**Q:** I have a table for a Bi₂Te₃ crystal stretched and squeezed in seven steps. The energy drop is zero in the middle and rises almost evenly on both sides. That looks like a healthy energy curve. Can I read the stiffness of the crystal from it?

VASP 6.6.1, PBE with PAW potentials, no dispersion correction or spin–orbit coupling: Bi₂Te₃ at seven fixed volumes, atoms and cell shape relaxed from uniformly scaled cells. The energy drop is the gain in this relaxation; c/a refers to the hexagonal cell. Plane-wave cutoff 300 eV, 5 × 5 × 4 k-mesh, Gaussian smearing 0.03 eV.

| volume (relaxed cell) (Å³/atom) | c/a (relaxed cell) | shortest distance (relaxed cell) (Å) | energy drop per atom (meV) |
| --- | --- | --- | --- |
| 34.670 | 6.9978 | 3.079 | 13.600 |
| 35.407 | 7.0712 | 3.086 | 6.200 |
| 36.145 | 7.1729 | 3.089 | 1.500 |
| 36.882 | 7.2848 | 3.091 | 0.000 |
| 37.619 | 7.4320 | 3.089 | 1.700 |
| 38.357 | 7.5833 | 3.088 | 6.600 |
| 39.094 | 7.7361 | 3.087 | 14.700 |

**A:** No, because that column isn't the energy of the crystal against volume. Each calculation starts from a copy of the already relaxed middle cell, scaled equally in all directions. The atoms and the cell shape then relax while the volume is held fixed, and the energy drop is what this relaxation gains per atom. So the column measures how wrong uniform scaling was, and its zero in the middle is built in.

**Q:** When would uniform scaling be right?

**A:** Take two limits. In a simple cubic crystal with every atom fixed by symmetry, scaling is exact and the drop is zero. In a stack of rigid sheets with no attraction between them, scaling is as wrong as it can be: it stretches the sheets, although the stack could grow just by moving them apart. Bi₂Te₃ consists of five-atom-thick layers, Te–Bi–Te–Bi–Te, strongly bonded inside and weakly held to each other, so it should lie towards the second limit.

**Q:** Can I see that in a single row?

**A:** Follow the largest cell, 39.094 Å³ per atom. Scaling alone would stretch the shortest Bi–Te distance from 3.09 to 3.15 Å, but relaxation brings it back to 3.09 Å. The ratio c/a has risen, where c is the cell edge along the stacking direction and a the edge within the layers. Volume and c/a together give both edges: compared with the middle cell, a is unchanged to within 0.01 Å, while c is 2 Å longer.

**Q:** So the layers have moved apart?

**A:** That is the natural reading. The hexagonal cell that c belongs to holds three layers, so each layer with its gap takes up about 0.66 Å more height. The outer Bi–Te bonds are the shortest ones, and they contribute almost nothing, since their length and a are both nearly unchanged. The inner Bi–Te bonds aren't listed, so the table alone doesn't rule them out. But the relaxed energy of the same run lies only 1.7 meV per atom above the minimum, far too little for bonds stretched that much.

**Q:** Then relaxation cures the problem, and the relaxed curve is the true one?

**A:** It cures the scaling error, but a second one remains, and both curves share it. Look at the middle cell, 36.882 Å³ per atom, where the calculated pressure vanishes. This is the volume at which the calculated crystal wants to rest. The real crystal has roughly 34 Å³ per atom, a rough recalled value, so the calculated volume is about 8% too large.

**Q:** Suppose I didn't know the real volume. Would anything warn me?

**A:** Yes, the lopsided response. The smallest cell, 34.67 Å³ per atom, needs a pressure of 1.2 GPa, whereas the largest, equally far from the middle, pulls back with only 0.16 GPa. Most crystals resist squeezing more than stretching, but here the pull has almost stopped growing by the last step. The layers are close to the greatest tension they can bear in this calculation. Any layered crystal reaches such a limit once its gaps open far enough, so the levelling alone doesn't prove an error. What should make you suspicious is how low the limit lies: well-bound layers are expected to bear far more than 0.16 GPa.

**Q:** Why does the functional hold them so weakly?

**A:** Imagine two neutral layers so far apart that their electron clouds no longer overlap. In reality they still attract, because fluctuating charges in one layer polarise the other; this is the dispersion force. PBE computes exchange and correlation from the density and its gradient at each point, so it can't see that distant partner. It attracts the layers only where their clouds overlap, which is too little to draw the tellurium faces to their proper distance. Inside a layer the electrons are shared between neighbours, and there PBE works much better.

**Q:** Do these numbers prove that dispersion is the missing part?

**A:** They show that the weakness lies along the stacking direction. The name of the missing force comes from theory, because no row includes a dispersion correction for comparison. Spin–orbit coupling is also left out, although both elements are heavy, and its share in the volume error is untested here. PBE also tends to make bonds slightly too long, so a smaller part of the excess volume is expected to sit inside the layers.

**Q:** How badly would I have been misled by the uniformly scaled cells?

**A:** The stiffness, or bulk modulus, is the volume times the curvature of the energy. Take the cells 4% below and above the middle, add their energies above the minimum, divide by the square of the volume step, 1.475 Å³, and multiply by the middle volume. For the scaled cells, the energy is the relaxed one plus the drop.

The two scaled energies add up to 16.4 meV, which gives 16.4 / 1.475² × 36.9 = 278 meV/Å³, or about 45 GPa. The two relaxed energies add up to only 3.6 meV, and the same steps give about 10 GPa. The printed analysis below lists the energies, edges and pressures behind this comparison.

**Q:** I would have trusted the 45 GPa. Isn't the measured stiffness a few tens of GPa?

**A:** Roughly, yes, and that is the trap. Uniform scaling forces the strong bonds to stretch, so their stiffness stands in for the missing grip between the layers. One error hides the other, and the curve looks smooth and nearly symmetric. The honest relaxed calculation looks worse because it lets the weak direction show itself.

**Q:** Is 10 GPa then the stiffness that PBE gives this material?

**A:** Only as an average over a stretch where the curvature changes strongly. Between the two smallest cells the pressures give about 27 GPa, and between the two largest almost nothing. The functional does give a firm crystal once the layers are pushed close enough for their tellurium faces to repel each other. Much of the softness at the middle cell therefore comes from where that cell sits: at a spacing that is already too wide.

**Q:** That should also make the two ends relax differently, yet their drops are nearly equal.

**A:** The drops are, but the shares aren't. In the largest cell relaxation removes 90% of the energy that scaling had cost, because the gap can open almost for free. In the smallest it removes 66%, because closing the gap soon meets repulsion, and the layers themselves must shrink a little: a falls by 0.7%. The even look of the column conceals two different situations.

**Q:** What should I check when someone hands me such a curve for a layered material?

**A:** Ask first whether the cell shape was relaxed at every volume, and then look at a and c separately. If c takes up nearly all the expansion while the tension levels off, the result hangs on the force between the layers. Relaxation repairs a wrong shape, but it can't supply an attraction that the functional lacks.

Printed output of the fit:

```
Cell shape after relaxation:
     row  a in Å  c in Å  shortest distance if only scaled in Å
   34.67   4.411   30.87                                  3.028
  35.407   4.426    31.3                                  3.049
  36.145   4.436   31.82                                   3.07
  36.882   4.443   32.36                                  3.091
  37.619   4.442   33.02                                  3.111
  38.357   4.441   33.68                                  3.132
  39.094    4.44   34.35                                  3.152
Energy above the minimum and pressure:
     row  relaxed in meV per atom  only scaled in meV per atom  pressure in GPa  stiffness between this row and the previous in GPa
   34.67                    6.964                        20.56            1.228                                                 n/a
  35.407                    2.658                        8.858            0.662                                               26.93
  36.145                    0.592                        2.092           0.2826                                               18.39
  36.882                        0                            0        -0.001285                                               14.06
  37.619                    0.262                        1.962          -0.1174                                               5.871
  38.357                    0.924                        7.524          -0.1546                                               1.912
  39.094                    1.706                        16.41          -0.1607                                               0.321
Pressure-free volume above the recalled rough 34 Å³ per atom, in percent: 8.476
Change of c from the minimum to the largest cell, in Å: 1.984
The same change per quintuple layer, in Å: 0.6612
Change of a from the minimum to the largest cell, in Å: -0.002757
Change of c from the minimum to the smallest cell, in percent: -4.631
Change of a from the minimum to the smallest cell, in percent: -0.7192
Share of the scaled cell's energy rise removed by relaxation, largest cell, in percent: 89.6
Share of the scaled cell's energy rise removed by relaxation, smallest cell, in percent: 66.13
Relaxed energy rise, smallest over largest cell, ratio: 4.082
Scaled energy rise, smallest over largest cell, ratio: 1.253
Pressure at the smallest cell over tension at the largest, ratio: 7.645
Stiffness at the minimum from only scaled cells, in GPa: 44.49
Stiffness at the minimum from relaxed cells, in GPa: 9.729
Scaled over relaxed stiffness, ratio: 4.573
```
